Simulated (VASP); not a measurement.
A convergence study with VASP on NbC (rock salt): one setting is varied, all else stays as given below, so the limit is that of these other settings. Each run relaxes cell and ions from the cell shown. The basis is that of the starting cell, so low cut-offs carry a Pulay error.

```
CELL_PARAMETERS angstrom
      0.00000     2.23500     2.23500
      2.23500     0.00000     2.23500
      2.23500     2.23500     0.00000
ATOMIC_POSITIONS crystal
  Nb 0.00000 0.00000 0.00000
  C  0.50000 0.50000 0.50000
```

Level of theory: PBE GGA, VASP's PBE PAW potentials (set 64) (plane waves; VASP). The tightest run used: 800 eV cut-off, 12×12×12 Γ-centred mesh, first-order Methfessel-Paxton smearing of 0.10 eV, potentials Nb_sv C.

```tsv
setting	relaxed volume (Å³/atom)	E (eV/atom)	plane waves
ENCUT = 250	10.574	-10.2881	210
ENCUT = 300	11.010	-10.2748	275
ENCUT = 350	11.141	-10.2660	343
ENCUT = 400	11.213	-10.2696	419
```

Task: These are the cheaper rows. Estimate the results at ENCUT = 800, and how far the last row shown lies from them.

Result: 
```json
[
 {"quantity": "relaxed volume (Å³/atom)", "tightest run": "11.259", "last row shown is off by": "-0.046"},
 {"quantity": "E (eV/atom)", "tightest run": "-10.2703", "last row shown is off by": "0.0007"}
]
```

Left out are rungs that failed or repeat a setting and relaxations that didn't move; long series are thinned to 24 rows.

The compound is NbC in the rock salt structure. The electron count is odd and the run is not spin-polarised, which forces a metal.
